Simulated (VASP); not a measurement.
Input:

```yaml
crystal:
  lattice:
    - [1.60347, -2.87428, 0.00000]
    - [1.60347, 2.87428, 0.00000]
    - [0.00000, 0.00000, 5.07220]
  atoms:
    - { symbol: Zr, position: [0.33333, 0.66667, 0.25000] }
    - { symbol: Zr, position: [0.67760, 0.34426, 0.75000] }
```

Level of theory: PBE GGA, VASP's PBE PAW potentials (set 64) (plane waves; VASP). Settings: EDIFF = 1E-3, 400 eV cut-off, 12×12×7 Γ-centred mesh, first-order Methfessel-Paxton smearing of 0.10 eV, potentials Zr_sv.

Question: Give the force on each atom (eV/Å).

Answer: 
```json
[
 {"atom": "Zr1", "Fx": "0.038", "Fy": "-0.054", "Fz": "0.000"},
 {"atom": "Zr2", "Fx": "-0.038", "Fy": "0.054", "Fz": "0.000"}
]
```

Question: Give the stress tensor in GPa (positive for a compressed cell).

Answer: 
```
 0.84  -0.23   0.00
-0.23  -2.01   0.00
 0.00   0.00   1.83
```
The pressure is its mean diagonal, 0.22 GPa.

The compound is Zr in the hcp structure. The cell was not relaxed at this level, atoms are displaced from their ideal sites. The run is one of a series of settings (EDIFF = 1E-3 against the base run), some of them coarse on purpose.
